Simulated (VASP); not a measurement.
A run of VASP 6.6.1 is set up as follows.

File INCAR:

```
SYSTEM = SrTiO3
  PREC = Accurate
  ENCUT = 520
  EDIFF = 1E-7
  ISMEAR = -1
  SIGMA = 0.02
  LREAL = .FALSE.
  LASPH = .TRUE.
  NELM = 100
  ALGO = Normal
  ISIF = 2
  LWAVE = .FALSE.
  LCHARG = .FALSE.
  GGA = PS
  LEFG = .TRUE.
```

The input KPOINTS:

```
Automatic mesh
0
G
  6 6 6
  0 0 0
```

POSCAR

```
SrTiO3
1.0
    3.9052800000      0.0000000000      0.0000000000
    0.0000000000      3.9052800000      0.0000000000
    0.0000000000      0.0000000000      3.9052800000
Sr Ti O
1 1 3
Direct
    0.5000000000      0.5000000000      0.5000000000
    0.0000000000      0.0000000000      0.0000000000
    0.5000000000      0.0000000000      0.0000000000
    0.0000000000      0.5000000000      0.0000000000
    0.0000000000      0.0000000000      0.5000000000
```

Potentials or basis: VASP PAW PBE potentials, release 64 (Sr_sv, Ti_sv, O).

Command:

```bash
$ cat potpaw_PBE.64/Sr_sv/POTCAR potpaw_PBE.64/Ti_sv/POTCAR potpaw_PBE.64/O/POTCAR > POTCAR
$ mpirun -np 1 vasp_std > vasp.out
```

(1) What does it give for the band gap on the k mesh?

(2) What does it give for the pressure?

Answers

(1) 1.80 eV, indirect (least direct gap 2.16 eV).

(2) -1.3 GPa.

Caveat: the PAW data sets were made with another functional, which shifts forces and pressure a little.
